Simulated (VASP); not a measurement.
Wanted: the native input for a VASP 6.6.1 run.

- Task: relaxation of cell and atoms
- Functional: PBEsol
- Potentials or basis: VASP PAW PBE potentials, release 64 (Mg, Cd, Te)
- Cutoff: 600 eV
- k mesh: 4 × 4 × 4
- Occupations: gaussian, width 0.03 eV
- Spin: no spin polarisation
- Further INCAR settings: ALGO = Normal; EDIFF = 1e-06; IBRION = 2; EDIFFG = -0.01; NSW = 90; ISIF = 3

The structure of MgCd3Te4 lies in POSCAR:

```
MgCd3Te4
1.0
   -6.4234994100      6.4234994100      0.0000000000
   -6.4234994100      0.0000000000      6.4234994100
    0.0000000000      6.4234994100      6.4234994100
Mg Cd Te
2 6 8
Direct
    0.0000000000      0.0000000000      0.0000000000
    0.5000000000      0.0000000000      0.0000000000
    0.0000000000      0.5000000000      0.0000000000
    0.0000000000      0.0000000000      0.5000000000
    0.5000000000      0.5000000000      0.0000000000
    0.5000000000      0.0000000000      0.5000000000
    0.0000000000      0.5000000000      0.5000000000
    0.5000000000      0.5000000000      0.5000000000
    0.8750000000      0.8750000000      0.3750000000
    0.3750000000      0.8750000000      0.3750000000
    0.8750000000      0.3750000000      0.3750000000
    0.8750000000      0.8750000000      0.8750000000
    0.3750000000      0.3750000000      0.3750000000
    0.3750000000      0.8750000000      0.8750000000
    0.8750000000      0.3750000000      0.8750000000
    0.3750000000      0.3750000000      0.8750000000
```

The cell was built by a generator and needn't be a form met in nature.

The input as run:

INCAR

```
PREC = Accurate ; ENCUT = 600
EDIFF = 1E-6 ; ISMEAR = 0
SIGMA = 0.03 ; LREAL = F
LASPH = T ; NELM = 80
ALGO = Normal ; ISIF = 3
LWAVE = F ; LCHARG = F
GGA = PS ; IBRION = 2
NSW = 90 ; EDIFFG = -0.01
KPAR = 4
```

KPOINTS

```
Automatic mesh
0
Gamma
  4 4 4
```

Potentials or basis: VASP PAW PBE potentials, release 64 (Mg, Cd, Te).

Command:

```console
$ cat potpaw_PBE.64/Mg/POTCAR potpaw_PBE.64/Cd/POTCAR potpaw_PBE.64/Te/POTCAR > POTCAR
$ mpirun -np 4 vasp_std > vasp.out
```

It gave:

```json
{
  "Relaxed volume": "34.07 Å³/atom",
  "Relaxed cell": "a = 9.175 Å, b = 9.168 Å, c = 9.168 Å, α = 60.00°, β = 59.98°, γ = 59.98°",
  "Space group after relaxing (to 0.05 Å)": "Amm2 (No. 38)",
  "Energy gained by relaxing": "4.1 meV/atom",
  "Ionic steps": "9",
  "Pressure after relaxing": "0.0 GPa",
  "Largest force after relaxing": "0.009 eV/Å",
  "Band gap on the k mesh": "0.97 eV"
}
```

Caveat: the PAW data sets were made with another functional, which shifts forces and pressure a little; spin-orbit coupling is left out, which moves the levels of the heavy elements.

Wall time 33 min on 4 MPI ranks on Intel(R) Xeon(R) Platinum 8488C (Sapphire Rapids), with other jobs on the host, peak memory 1.5 GiB a rank.
